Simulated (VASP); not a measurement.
These are PBEsol GGA, VASP's PBE PAW potentials (set 64) (plane waves; VASP 6.6.1) values and carry that method's errors.

VASP ran on this input.

**POSCAR**
```
Al2Cu
1
   -6.0230828404     6.0230828404     4.7748770922
    6.0230828404    -6.0230828404     4.7748770922
    6.0230828404     6.0230828404    -4.7748770922
Al Cu
32 16
Direct
  0.3290808210   0.0790808210   0.4081616419
  0.3290808210   0.0790808210   0.9081616419
  0.3290808210   0.5790808210   0.4081616419
  0.3290808210   0.5790808210   0.9081616419
  0.8290808210   0.0790808210   0.4081616419
  0.8290808210   0.0790808210   0.9081616419
  0.8290808210   0.5790808210   0.4081616419
  0.8290808210   0.5790808210   0.9081616419
  0.0790808210   0.1709191790   0.2500000000
  0.0790808210   0.1709191790   0.7500000000
  0.0790808210   0.6709191790   0.2500000000
  0.0790808210   0.6709191790   0.7500000000
  0.5790808210   0.1709191790   0.2500000000
  0.5790808210   0.1709191790   0.7500000000
  0.5790808210   0.6709191790   0.2500000000
  0.5790808210   0.6709191790   0.7500000000
  0.4209191790   0.3290808210   0.2500000000
  0.4209191790   0.3290808210   0.7500000000
  0.4209191790   0.8290808210   0.2500000000
  0.4209191790   0.8290808210   0.7500000000
  0.9209191790   0.3290808210   0.2500000000
  0.9209191790   0.3290808210   0.7500000000
  0.9209191790   0.8290808210   0.2500000000
  0.9209191790   0.8290808210   0.7500000000
  0.1709191790   0.4209191790   0.0918383581
  0.1709191790   0.4209191790   0.5918383581
  0.1709191790   0.9209191790   0.0918383581
  0.1709191790   0.9209191790   0.5918383581
  0.6709191790   0.4209191790   0.0918383581
  0.6709191790   0.4209191790   0.5918383581
  0.6709191790   0.9209191790   0.0918383581
  0.6709191790   0.9209191790   0.5918383581
  0.3750000000   0.3750000000   0.0000000000
  0.3750000000   0.3750000000   0.5000000000
  0.3750000000   0.8750000000   0.0000000000
  0.3750000000   0.8750000000   0.5000000000
  0.8750000000   0.3750000000   0.0000000000
  0.8750000000   0.3750000000   0.5000000000
  0.8750000000   0.8750000000   0.0000000000
  0.8750000000   0.8750000000   0.5000000000
  0.1250000000   0.1250000000   0.0000000000
  0.1250000000   0.1250000000   0.5000000000
  0.1250000000   0.6250000000   0.0000000000
  0.1250000000   0.6250000000   0.5000000000
  0.6250000000   0.1250000000   0.0000000000
  0.6250000000   0.1250000000   0.5000000000
  0.6250000000   0.6250000000   0.0000000000
  0.6250000000   0.6250000000   0.5000000000
```

### INCAR
```
ALGO=Normal
EDIFF=1E-7
ENCUT=400
GGA=PS
IBRION=6
ISIF=2
ISMEAR=1
LASPH=.TRUE.
LCHARG=.FALSE.
LMAXMIX=4
LPHON_DISPERSION=.TRUE.
LREAL=.FALSE.
LWAVE=.FALSE.
NELM=100
NFREE=2
NSW=1
POTIM=0.015
PREC=Accurate
SIGMA=0.1
SYSTEM=Al2Cu
```

### KPOINTS
```
kpoints
0
Gamma
  3 3 3
```

File QPOINTS:
```
k-points along high-symmetry lines
10
Line-mode
Cartesian
  0.000000   0.000000   0.000000 ! GAMMA
  0.083014   0.083014   0.000000 ! X

  0.083014   0.083014   0.000000 ! X
  0.166028   0.000000   0.000000 ! M

  0.166028   0.000000   0.000000 ! M
  0.000000   0.000000   0.000000 ! GAMMA

  0.000000   0.000000   0.000000 ! GAMMA
 -0.000000  -0.000000   0.172511 ! Z

  0.166028   0.000000   0.036918 ! Z_0
  0.166028   0.000000   0.000000 ! M

  0.083014   0.083014   0.000000 ! X
  0.083014   0.083014   0.104715 ! P

  0.083014   0.083014   0.104715 ! P
  0.083014   0.000000   0.104715 ! N

  0.083014   0.000000   0.104715 ! N
  0.000000   0.000000   0.000000 ! GAMMA
```

POTCAR, in this order: Al Cu (PBE.64 set). Program: vasp_std.

What VASP printed:

**OSZICAR**
```
...
DAV:   5    -0.208350037411E+03    0.37042E-06   -0.10865E-05  5392   0.531E-02    0.587E-03
DAV:   6    -0.208350037584E+03   -0.17307E-06   -0.36915E-06  4856   0.270E-02    0.283E-03
DAV:   7    -0.208350037533E+03    0.50350E-07   -0.68463E-07  3344   0.127E-02
   2 F= -.20835004E+03 E0= -.20833745E+03  d E =-.377681E-01
       N       E                     dE             d eps       ncg     rms          rms(c)
DAV:   1    -0.208349101756E+03    0.93583E-03   -0.79013E-02  3504   0.704E-01    0.936E-02
DAV:   2    -0.208349135785E+03   -0.34029E-04   -0.49255E-03  4768   0.296E-01    0.493E-02
DAV:   3    -0.208349100802E+03    0.34983E-04   -0.36424E-04  5280   0.182E-01    0.358E-02
DAV:   4    -0.208349094097E+03    0.67046E-05   -0.11340E-04  4184   0.187E-01    0.217E-02
DAV:   5    -0.208349091520E+03    0.25774E-05   -0.38212E-05  4352   0.137E-01    0.107E-02
DAV:   6    -0.208349091716E+03   -0.19645E-06   -0.13297E-05  4464   0.593E-02    0.479E-03
DAV:   7    -0.208349091694E+03    0.21806E-07   -0.29945E-06  3856   0.216E-02    0.224E-03
DAV:   8    -0.208349091680E+03    0.14377E-07   -0.72967E-07  3352   0.131E-02
   3 F= -.20834909E+03 E0= -.20833655E+03  d E =-.376313E-01
       N       E                     dE             d eps       ncg     rms          rms(c)
DAV:   1    -0.208349588167E+03   -0.49647E-03   -0.48474E-02  3472   0.549E-01    0.623E-02
DAV:   2    -0.208349695689E+03   -0.10752E-03   -0.28099E-03  4872   0.221E-01    0.332E-02
DAV:   3    -0.208349677928E+03    0.17760E-04   -0.19688E-04  4688   0.188E-01    0.271E-02
DAV:   4    -0.208349667765E+03    0.10164E-04   -0.54587E-05  4056   0.154E-01    0.153E-02
DAV:   5    -0.208349661728E+03    0.60366E-05   -0.22596E-05  5232   0.688E-02    0.646E-03
DAV:   6    -0.208349659835E+03    0.18930E-05   -0.80543E-06  5000   0.304E-02    0.330E-03
DAV:   7    -0.208349658907E+03    0.92855E-06   -0.21014E-06  4384   0.188E-02    0.159E-03
DAV:   8    -0.208349658146E+03    0.76063E-06   -0.10698E-06  4560   0.128E-02    0.103E-03
DAV:   9    -0.208349657932E+03    0.21417E-06   -0.37001E-07  2720   0.757E-03    0.447E-04
DAV:  10    -0.208349657775E+03    0.15628E-06   -0.21927E-07  2544   0.389E-03    0.292E-04
DAV:  11    -0.208349657694E+03    0.80952E-07   -0.14987E-07  2008   0.291E-03
   4 F= -.20834966E+03 E0= -.20833709E+03  d E =-.377036E-01
       N       E                     dE             d eps       ncg     rms          rms(c)
DAV:   1    -0.208349541153E+03    0.11662E-03   -0.76431E-02  3396   0.653E-01    0.831E-02
DAV:   2    -0.208349694295E+03   -0.15314E-03   -0.42807E-03  4840   0.270E-01    0.431E-02
DAV:   3    -0.208349668359E+03    0.25936E-04   -0.32582E-04  4757   0.292E-01    0.386E-02
DAV:   4    -0.208349657925E+03    0.10434E-04   -0.10832E-04  3968   0.238E-01    0.200E-02
DAV:   5    -0.208349657698E+03    0.22752E-06   -0.31508E-05  5008   0.467E-02    0.733E-03
DAV:   6    -0.208349657650E+03    0.47403E-07   -0.63286E-06  5376   0.451E-02    0.391E-03
DAV:   7    -0.208349657643E+03    0.75561E-08   -0.20194E-06  4920   0.251E-02    0.198E-03
DAV:   8    -0.208349657645E+03   -0.22337E-08   -0.78680E-07  3320   0.141E-02
   5 F= -.20834966E+03 E0= -.20833709E+03  d E =-.377036E-01
       N       E                     dE             d eps       ncg     rms          rms(c)
DAV:   1    -0.208348477093E+03    0.11805E-02   -0.13080E+00  3284   0.279E+00    0.118E-01
DAV:   2    -0.208349852536E+03   -0.13754E-02   -0.17486E-02  5032   0.969E-01    0.137E-01
DAV:   3    -0.208349645882E+03    0.20665E-03   -0.13707E-03  3768   0.668E-01    0.770E-02
DAV:   4    -0.208349535436E+03    0.11045E-03   -0.52086E-04  5016   0.126E-01    0.380E-02
DAV:   5    -0.208349511833E+03    0.23603E-04   -0.22690E-04  5048   0.159E-01    0.251E-02
DAV:   6    -0.208349499407E+03    0.12426E-04   -0.50116E-05  4512   0.121E-01    0.629E-03
DAV:   7    -0.208349499282E+03    0.12465E-06   -0.15309E-05  5208   0.435E-02    0.528E-03
DAV:   8    -0.208349498763E+03    0.51868E-06   -0.36116E-06  4112   0.328E-02    0.351E-03
DAV:   9    -0.208349498287E+03    0.47610E-06   -0.18831E-06  4944   0.140E-02    0.127E-03
DAV:  10    -0.208349498145E+03    0.14176E-06   -0.34660E-07  2680   0.932E-03    0.819E-04
DAV:  11    -0.208349498021E+03    0.12467E-06   -0.25264E-07  2424   0.556E-03    0.323E-04
DAV:  12    -0.208349497928E+03    0.92827E-07   -0.21349E-07  2360   0.366E-03
   6 F= -.20834950E+03 E0= -.20833693E+03  d E =-.377091E-01
       N       E                     dE             d eps       ncg     rms          rms(c)
DAV:   1    -0.208346979224E+03    0.25188E-02   -0.34423E+00  3551   0.397E+00    0.226E-01
DAV:   2    -0.208350572561E+03   -0.35933E-02   -0.48712E-02  4920   0.142E+00    0.222E-01
DAV:   3    -0.208349940791E+03    0.63177E-03   -0.29805E-03  3800   0.106E+00    0.136E-01
DAV:   4    -0.208349544940E+03    0.39585E-03   -0.18161E-03  4976   0.216E-01    0.521E-02
DAV:   5    -0.208349519232E+03    0.25708E-04   -0.44952E-04  4808   0.250E-01    0.348E-02
DAV:   6    -0.208349497861E+03    0.21371E-04   -0.79818E-05  4432   0.173E-01    0.119E-02
DAV:   7    -0.208349498202E+03   -0.34112E-06   -0.30069E-05  5392   0.528E-02    0.753E-03
DAV:   8    -0.208349497968E+03    0.23445E-06   -0.66521E-06  4008   0.409E-02    0.438E-03
DAV:   9    -0.208349497921E+03    0.46559E-07   -0.26104E-06  4680   0.214E-02    0.190E-03
DAV:  10    -0.208349497925E+03   -0.38999E-08   -0.47843E-07  2808   0.116E-02
   7 F= -.20834950E+03 E0= -.20833693E+03  d E =-.377110E-01
       N       E                     dE             d eps       ncg     rms          rms(c)
DAV:   1    -0.208346297008E+03    0.32009E-02   -0.25687E+00  1968   0.393E+00    0.162E-01
DAV:   2    -0.208349407353E+03   -0.31103E-02   -0.36567E-02  3016   0.125E+00    0.170E-01
DAV:   3    -0.208349075949E+03    0.33140E-03   -0.21577E-03  2224   0.829E-01    0.963E-02
DAV:   4    -0.208348852023E+03    0.22393E-03   -0.10645E-03  3000   0.177E-01    0.507E-02
DAV:   5    -0.208348812248E+03    0.39775E-04   -0.35679E-04  2864   0.211E-01    0.279E-02
DAV:   6    -0.208348796849E+03    0.15399E-04   -0.61753E-05  2808   0.147E-01    0.831E-03
DAV:   7    -0.208348796345E+03    0.50406E-06   -0.21308E-05  3024   0.414E-02    0.646E-03
DAV:   8    -0.208348795075E+03    0.12698E-05   -0.37550E-06  2504   0.314E-02    0.472E-03
DAV:   9    -0.208348793946E+03    0.11294E-05   -0.26440E-06  3104   0.195E-02    0.178E-03
DAV:  10    -0.208348793571E+03    0.37534E-06   -0.57115E-07  2128   0.112E-02    0.117E-03
DAV:  11    -0.208348793228E+03    0.34257E-06   -0.34125E-07  1544   0.643E-03    0.349E-04
DAV:  12    -0.208348792909E+03    0.31877E-06   -0.34297E-07  1768   0.358E-03    0.523E-04
DAV:  13    -0.208348792822E+03    0.86791E-07   -0.14776E-07  1128   0.339E-03
   8 F= -.20834879E+03 E0= -.20833622E+03  d E =-.377125E-01
       N       E                     dE             d eps       ncg     rms          rms(c)
DAV:   1    -0.208342300992E+03    0.64919E-02   -0.51480E+00  1976   0.548E+00    0.213E-01
DAV:   2    -0.208350134149E+03   -0.78332E-02   -0.88770E-02  3016   0.183E+00    0.260E-01
DAV:   3    -0.208349457062E+03    0.67709E-03   -0.38803E-03  2216   0.105E+00    0.166E-01
DAV:   4    -0.208349003005E+03    0.45406E-03   -0.13022E-03  2944   0.203E-01    0.938E-02
DAV:   5    -0.208348839481E+03    0.16352E-03   -0.91893E-04  3160   0.345E-01    0.492E-02
DAV:   6    -0.208348794518E+03    0.44963E-04   -0.20533E-04  3016   0.231E-01    0.133E-02
DAV:   7    -0.208348794444E+03    0.73571E-07   -0.39673E-05  2952   0.549E-02    0.107E-02
DAV:   8    -0.208348793142E+03    0.13020E-05   -0.67639E-06  2480   0.445E-02    0.640E-03
DAV:   9    -0.208348792904E+03    0.23800E-06   -0.71578E-06  3096   0.328E-02    0.282E-03
DAV:  10    -0.208348792826E+03    0.78358E-07   -0.93248E-07  2616   0.121E-02
   9 F= -.20834879E+03 E0= -.20833622E+03  d E =-.377146E-01
```

**OUTCAR**
```
------------------------ aborting loop because EDIFF is reached ----------------------------------------
  FORCE on cell =-STRESS in cart. coord.  units (eV):
  Direction    XX          YY          ZZ          XY          YZ          ZX
  --------------------------------------------------------------------------------------
  Total       -4.2727210     -4.2727210     11.5287466      0.0000001      0.0000000      0.0000000
  in kB       -9.8799617     -9.8799617     26.6583223      0.0000003      0.0000000      0.0000000
  external PRESSURE =       2.2994663 kB  Pullay stress =       0.0000000 kB
  volume of cell :      692.88
      direct lattice vectors                 reciprocal lattice vectors
    -6.023082840  6.023082840  4.774877092     0.000000000  0.083013967  0.104714737
     6.023082840 -6.023082840  4.774877092     0.083013967  0.000000000  0.104714737
     6.023082840  6.023082840 -4.774877092     0.083013967  0.083013967  0.000000000
 POSITION                                       TOTAL-FORCE (eV/Angst)
 -----------------------------------------------------------------------------------
      0.95262      3.96416      0.00000         0.031940      0.031603      0.000365
      3.96416      6.97570     -2.38744         0.019229      0.037838     -0.004861
      3.96416      0.95262      2.38744         0.032382      0.032077     -0.000185
      6.97570      3.96416      0.00000         0.025680      0.043652     -0.004787
     -2.05892      6.97570      2.38744         0.031674      0.031383      0.000344
      0.95262      9.98724      0.00000         0.032537      0.030698     -0.002755
      0.95262      3.96416      4.77488         0.031238      0.030891     -0.000193
      3.96416      6.97570      2.38744         0.032613      0.030773     -0.002733
      2.05892      0.95262      0.00000        -0.030698      0.032537     -0.002755
      5.07046      3.96416     -2.38744        -0.037838      0.019229     -0.004861
      5.07046     -2.05892      2.38744        -0.031383      0.031674      0.000344
      8.08200      0.95262      0.00000        -0.031603      0.031940      0.000365
     -0.95262      3.96416      2.38744        -0.032077      0.032382     -0.000185
      2.05892      6.97570      0.00000        -0.030891      0.031238     -0.000193
      2.05892      0.95262      4.77488        -0.043652      0.025680     -0.004787
      5.07046      3.96416      2.38744        -0.030773      0.032613     -0.002733
      0.95262      2.05892      2.38744         0.037838     -0.019229     -0.004861
      3.96416      5.07046      0.00000         0.043652     -0.025680     -0.004787
      3.96416     -0.95262      4.77488         0.030891     -0.031238     -0.000193
      6.97570      2.05892      2.38744         0.031383     -0.031674      0.000344
     -2.05892      5.07046      4.77488         0.031603     -0.031940      0.000365
      0.95262      8.08200      2.38744         0.032077     -0.032382     -0.000185
      0.95262      2.05892      7.16232         0.030773     -0.032613     -0.002733
      3.96416      5.07046      4.77488         0.030698     -0.032537     -0.002755
      2.05892     -0.95262      2.38744        -0.019229     -0.037838     -0.004861
      5.07046      2.05892     -0.00000        -0.031238     -0.030891     -0.000193
      5.07046     -3.96416      4.77488        -0.032537     -0.030698     -0.002755
      8.08200     -0.95262      2.38744        -0.032382     -0.032077     -0.000185
     -0.95262      2.05892      4.77488        -0.025680     -0.043652     -0.004787
      2.05892      5.07046      2.38744        -0.031674     -0.031383      0.000344
      2.05892     -0.95262      7.16232        -0.032613     -0.030773     -0.002733
      5.07046      2.05892      4.77488        -0.031940     -0.031603      0.000365
      0.00000      0.00000      3.56616         0.000000      0.000000      0.185709
      3.01154      3.01154      1.19372        -0.001263     -0.001264     -0.000129
      3.01154     -3.01154      5.96860         0.001264     -0.001263     -0.000129
      6.02308      0.00000      3.58116        -0.000000      0.000000      0.000062
     -3.01154      3.01154      5.96860        -0.001264      0.001263     -0.000129
      0.00000      6.02308      3.58116        -0.000000      0.000000      0.000062
      0.00000      0.00000      8.35603        -0.000000      0.000000      0.004322
      3.01154      3.01154      5.96860         0.001263      0.001264     -0.000129
      0.00000      0.00000      1.19372        -0.000000      0.000000     -0.066357
      3.01154      3.01154     -1.19372        -0.000040      0.000066     -0.000526
      3.01154     -3.01154      3.58116        -0.000066     -0.000040     -0.000526
      6.02308      0.00000      1.19372        -0.000000      0.000000     -0.000075
     -3.01154      3.01154      3.58116         0.000066      0.000040     -0.000526
      0.00000      6.02308      1.19372        -0.000000      0.000000     -0.000075
      0.00000      0.00000      5.96860        -0.000000     -0.000000     -0.061806
      3.01154      3.01154      3.58116         0.000040     -0.000066     -0.000526
 -----------------------------------------------------------------------------------
    total drift:                                0.000007     -0.000003      0.000620
  FREE ENERGIE OF THE ION-ELECTRON SYSTEM (eV)
  ---------------------------------------------------
  free  energy   TOTEN  =      -208.3487928259 eV

  energy  without entropy=     -208.3110781886  energy(sigma->0) =     -208.33622128
```
(Selected blocks of OUTCAR.)

The cell is a supercell, built from Al2Cu (sg140).
